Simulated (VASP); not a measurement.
Consider the following.

```
CSi
1.0
    0.00000     2.18692     2.18692
    2.18692     0.00000     2.18692
    2.18692     2.18692     0.00000
Si C
1 1
Direct
  0.00000   0.00000   0.00000
  0.25000   0.25000   0.25000
```

The numbers are results of optB86b-vdW, VASP's PBE PAW potentials (set 64) (plane waves; VASP), not measurements. Settings: 520 eV cut-off, Gaussian smearing of 0.050 eV, potentials Si C.

Give the energies of bands 2 to 6 at the high-symmetry points, in eV from the valence-band maximum.

| band | Γ | X | U | L | W |
|---|---|---|---|---|---|
| 2 | 0.00 | -7.74 | -7.23 | -8.46 | -6.99 |
| 3 | 0.00 | -3.16 | -5.48 | -1.05 | -4.93 |
| 4 | 0.00 | -3.16 | -2.58 | -1.05 | -4.63 |
| 5 | 6.16 | 1.41 | 3.13 | 5.37 | 5.22 |
| 6 | 7.24 | 4.32 | 7.72 | 7.20 | 9.36 |

The gap is indirect, 1.41 eV, from the valence maximum at Γ to the conduction minimum at X.

Measured: gap 2.53 eV (computed value off by -1.12 eV), as given by Wei Chen et al., Physical Review Materials (2018), doi:10.1103/physrevmaterials.2.073803 [zero-point renormalisation of 0.11 eV added back (the table's ZPR column)].

The compound is SiC in the zinc blende structure. It was relaxed first.
